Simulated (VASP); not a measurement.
These are vdW-DF-cx, VASP's PBE PAW potentials (set 64) (plane waves; VASP) values and carry that method's errors.

VASP ran on this input.

### KPOINTS
```
Regular mesh
0
Gamma
 9 9 9
0 0 0
```

INCAR:
```
AGGAC = 0.0
ALGO = Normal
EDIFF = 1E-7
ENCUT = 520
GGA = CX
ISIF = 2
ISMEAR = 0
LASPH = T
LCHARG = F
LMAXMIX = 4
LREAL = F
LUSE_VDW = T
LWAVE = F
NELM = 100
PREC = Accurate
SIGMA = 0.05
SYSTEM = ZnS
```

**POSCAR**
```
ZnS
1
    0.0000000000     2.6358850802     2.6358850802
    2.6358850802     0.0000000000     2.6358850802
    2.6358850802     2.6358850802     0.0000000000
Zn S
1 1
Direct
  0.0000000000   0.0000000000   0.0000000000
  0.2500000000   0.2500000000   0.2500000000
```

POTCAR, in this order: Zn S (PBE.64 set). Program: vasp_std.

The resulting files:

OUTCAR:
```
 ion  position               nearest neighbor table
   1  0.000  0.000  0.000-   2 2.28   2 2.28   2 2.28   2 2.28
   2  0.250  0.250  0.250-   1 2.28   1 2.28   1 2.28   1 2.28
  LATTYP: Found a face centered cubic cell.
 ALAT       =     5.2717701604
 Subroutine PRICEL returns:
 Original cell was already a primitive cell.
 Subroutine GETGRP returns: Found 24 space group operations
The static configuration has the point symmetry T_d .
The dynamic configuration has the point symmetry T_d .
 Subroutine INISYM returns: Found 24 space group operations
 Subroutine IBZKPT returns following result:
 Found     35 irreducible k-points:

 Following reciprocal coordinates:
            Coordinates               Weight
  0.000000  0.000000  0.000000      1.000000
  0.111111  0.000000  0.000000      8.000000
  0.222222  0.000000  0.000000      8.000000
  0.333333  0.000000  0.000000      8.000000
  0.444444  0.000000  0.000000      8.000000
  0.111111  0.111111  0.000000      6.000000
  0.222222  0.111111  0.000000     24.000000
  0.333333  0.111111  0.000000     24.000000
  0.444444  0.111111  0.000000     24.000000
...
```

OSZICAR:
```
       N       E                     dE             d eps       ncg     rms          rms(c)
DAV:   1     0.959173337633E+02    0.95917E+02   -0.93109E+03   910   0.172E+03
DAV:   2     0.327153778278E+01   -0.92646E+02   -0.88076E+02   970   0.291E+02
DAV:   3    -0.274865185571E+01   -0.60202E+01   -0.59940E+01  1130   0.755E+01
DAV:   4    -0.282433326156E+01   -0.75681E-01   -0.75652E-01  1040   0.896E+00
DAV:   5    -0.282545607908E+01   -0.11228E-02   -0.11228E-02  1080   0.107E+00    0.818E+00
DAV:   6    -0.244768202488E+01    0.37777E+00   -0.96624E-01  1294   0.386E+01    0.620E+00
DAV:   7    -0.243344251637E+01    0.14240E-01   -0.35019E-01   950   0.618E+00    0.303E+00
DAV:   8    -0.243206393816E+01    0.13786E-02   -0.51817E-03  1065   0.953E-01    0.818E-01
DAV:   9    -0.243202739753E+01    0.36541E-04   -0.11924E-03   995   0.374E-01    0.100E-01
DAV:  10    -0.243211876104E+01   -0.91364E-04   -0.12417E-04  1028   0.123E-01    0.344E-02
DAV:  11    -0.243213433275E+01   -0.15572E-04   -0.26457E-05   978   0.775E-02    0.480E-03
DAV:  12    -0.243213472058E+01   -0.38783E-06   -0.32884E-06  1110   0.204E-02    0.243E-03
DAV:  13    -0.243213493276E+01   -0.21218E-06   -0.47102E-07   940   0.620E-03    0.113E-03
DAV:  14    -0.243213489850E+01    0.34256E-07   -0.29320E-08   665   0.319E-03
   1 F= -.24321349E+01 E0= -.24321349E+01  d E =-.135266E-14
```

OUTCAR:
```
------------------------ aborting loop because EDIFF is reached ----------------------------------------
  FORCE on cell =-STRESS in cart. coord.  units (eV):
  Direction    XX          YY          ZZ          XY          YZ          ZX
  --------------------------------------------------------------------------------------
  Total        1.2431625      1.2431625      1.2431625      0.0000000      0.0000000      0.0000000
  in kB       54.3787297     54.3787297     54.3787297      0.0000000      0.0000000      0.0000000
  external PRESSURE =      54.3787297 kB  Pullay stress =       0.0000000 kB
  volume of cell :       36.63
      direct lattice vectors                 reciprocal lattice vectors
     0.000000000  2.635885080  2.635885080    -0.189689605  0.189689605  0.189689605
     2.635885080  0.000000000  2.635885080     0.189689605 -0.189689605  0.189689605
     2.635885080  2.635885080  0.000000000     0.189689605  0.189689605 -0.189689605
  FREE ENERGIE OF THE ION-ELECTRON SYSTEM (eV)
  ---------------------------------------------------
  free  energy   TOTEN  =        -2.4321348985 eV

  energy  without entropy=       -2.4321348985  energy(sigma->0) =       -2.43213490
```
(Selected blocks of OUTCAR.)

The compound is ZnS in the zinc blende structure. This cell is one point of a volume scan, at 0.94 of the reference volume.
